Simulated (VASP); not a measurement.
PmSe:

```
Pm Se
1.0
     0.00000    2.96054    2.96054
     2.96054    0.00000    2.96054
     2.96054    2.96054    0.00000
Pm Se
1 1
Cartesian
  0.0000 0.0000 0.0000
  2.9605 2.9605 2.9605
```

The cell comes from a database or a generator and needn't be the stable form of this composition.

```yaml
Program: VASP 6.6.1
Task: relaxation of cell and atoms
Functional: r2SCAN
Potentials_or_basis: VASP PAW PBE potentials, release 64 (Pm, Se)
Cutoff: 600 eV
k_mesh: 8 × 8 × 8
Occupations: gaussian, width 0.05 eV
Spin: collinear spin, ferromagnetic start
Starting_moments: "[4.0, 0.0] μB"
```

At the start: pressure 3.7 GPa; volume 25.95 Å³/atom.

Q: How do energy, volume and symmetry change on relaxing?

A: Over 3 steps the energy falls by 19.2 meV/atom and the volume is 27.65 Å³/atom (+6.6 %); space group Fm-3m (No. 225, to 0.05 Å); moment 4.87 μB per cell.

The path:
| step | energy change (eV) | largest force (eV/Å) | pressure (GPa) | volume (Å³) |
| --- | --- | --- | --- | --- |
| 1 | 0.0000 | 0.0000 | 3.74 | 51.90 |
| 2 | -0.0334 | 0.0000 | -1.19 | 56.58 |
| 3 | -0.0384 | 0.0000 | -0.01 | 55.30 |

Final structure:
```xyz
2
Lattice="0.0000 3.0239 3.0239 3.0239 0.0000 3.0239 3.0239 3.0239 0.0000" Properties=species:S:1:pos:R:3 pbc="T T T"
Pm    0.0000    0.0000    0.0000
Se    3.0239    3.0239    3.0239
```

Caveat: the magnetic or orbital state may not be the lowest; the PAW data sets were made with another functional, which shifts forces and pressure a little; without U or exact exchange the open f shell lies at the Fermi level, which spoils levels, moments and volumes.
